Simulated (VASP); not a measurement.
Computed with LDA (Ceperley-Alder, Perdew-Zunger), VASP's LDA PAW potentials (set 64) (plane waves; VASP).

The input files of a VASP run:

File POSCAR:
```
Sb
1
    3.0833400000     0.0000000000     0.0000000000
    0.0000000000     3.0833400000     0.0000000000
    0.0000000000     0.0000000000     3.0833400000
Sb
1
Direct
  0.0000000000   0.0000000000   0.0000000000
```

**INCAR**
```
SYSTEM = Sb
PREC = Accurate
ENCUT = 400
EDIFF = 1E-6
NELM = 100
ALGO = Normal
LREAL = .FALSE.
LASPH = .TRUE.
ISMEAR = 1
SIGMA = 0.1
LMAXMIX = 4
LWAVE = .FALSE.
LCHARG = .FALSE.
IBRION = 2
ISIF = 3
NSW = 60
EDIFFG = -0.01
```

### KPOINTS
```
Automatic mesh
0
Gamma
11 11 11
0 0 0
```

POTCAR, in this order: Sb (LDA.64 set). Program: vasp_std.

Energy and stress use the plane-wave basis of the starting cell. Unless said otherwise, spin-orbit coupling is left out, though it shifts the bands of the heavy elements here.

**Question.** Predict the energy per atom (σ→0), volume per atom, band gap (on the k-mesh).

**Answer.** 
```json
{
  "energy per atom (σ→0)": "-4.770 eV/atom",
  "band gap (on the k-mesh)": "none (metal, semimetal or under 0.01 eV)",
  "volume_per_atom": "28.34 Å³/atom"
}
```

File OSZICAR:
```
...
       N       E                     dE             d eps       ncg     rms          rms(c)
DAV:   1    -0.477193444242E+01   -0.39552E-02   -0.63404E-02   702   0.144E+00    0.214E-01
DAV:   2    -0.477043851823E+01    0.14959E-02   -0.13926E-03   732   0.292E-01    0.125E-01
DAV:   3    -0.476968058751E+01    0.75793E-03   -0.16378E-03   702   0.226E-01    0.364E-02
DAV:   4    -0.476967948404E+01    0.11035E-05   -0.17438E-05   840   0.394E-02    0.335E-02
DAV:   5    -0.476967589654E+01    0.35875E-05   -0.17125E-06   732   0.115E-02    0.158E-02
DAV:   6    -0.476967574199E+01    0.15455E-06   -0.43294E-08   432   0.226E-03
   3 F= -.47696757E+01 E0= -.47698691E+01  d E =-.602186E-02
```

The structure comes from a computed database's Sb entry (Pm-3m); how it stands against other phases isn't given here. This run relaxes it. Symmetry was kept, so distortions that lower it aren't found.
